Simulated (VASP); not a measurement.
An input for Ansatz (written as the equivalent of a VASP run, and not itself run):

Ansatz 0.2 input:
```yaml
crystal:
  lattice:
    - [1.7601380, 1.0162160, 7.8044660]
    - [-1.7601380, 1.0162160, 7.8044660]
    - [0.0000000, -2.0324320, 7.8044660]
  atoms:
    - { symbol: Ga, position: [0.9491800, 0.9491800, 0.9491800] }
    - { symbol: Ga, position: [0.0508200, 0.0508200, 0.0508200] }
    - { symbol: S, position: [0.2380530, 0.2380530, 0.2380530] }
    - { symbol: S, position: [0.7619470, 0.7619470, 0.7619470] }
kpoints:
  mp_grid: { grid: [8, 8, 8] }
hamiltonian:
  xc: pbesol
  pseudopotentials: { kind: paw }
scf:
  occupations: { method: fermi_dirac, width: 0.01 }
  max_iter: 100
output: { forces: true, stress: true, eigenvalues: true }
```

Problem. Translate this input to VASP (INCAR, KPOINTS, POSCAR, choice of POTCAR).

Solution. One answer among several that fit: 
### KPOINTS
```
Automatic mesh
0
Gamma
8 8 8
0 0 0
```

File POSCAR:
```
GaS
1
    1.7601380000     1.0162160000     7.8044660000
   -1.7601380000     1.0162160000     7.8044660000
    0.0000000000    -2.0324320000     7.8044660000
Ga S
2 2
Direct
  0.9491800000   0.9491800000   0.9491800000
  0.0508200000   0.0508200000   0.0508200000
  0.2380530000   0.2380530000   0.2380530000
  0.7619470000   0.7619470000   0.7619470000
```

### INCAR
```
SYSTEM = GaS
LREAL = .FALSE.
PREC = Accurate
LMAXMIX = 4   # l cut-off of mixed one-centre charges
ENCUT = 300   # plane-wave cut-off (eV)
ISMEAR = -1
NELM = 100
GGA = PS   # PBEsol
LASPH = .TRUE.   # aspherical one-centre terms
EDIFF = 1E-6
ISIF = 2
LCHARG = .FALSE.
ALGO = Normal   # blocked Davidson
LWAVE = .FALSE.
SIGMA = 0.01
```

POTCAR, in this order: Ga_d S (PBE.64 set). Program: vasp_std.

Limits of the translation: each code has its own PAW files, so the cut-off isn't converted (ENCUT is set for VASP's; basis.ecutwfc is left out, and Ansatz then takes the one that its files recommend); Ansatz stops its SCF on the density residual and VASP on the energy change (EDIFF).

The structure comes from a computed database's GaS entry; how it stands against other phases isn't given here. The cell was not relaxed at this level, and its volume differs by -5.9 % from the start's.
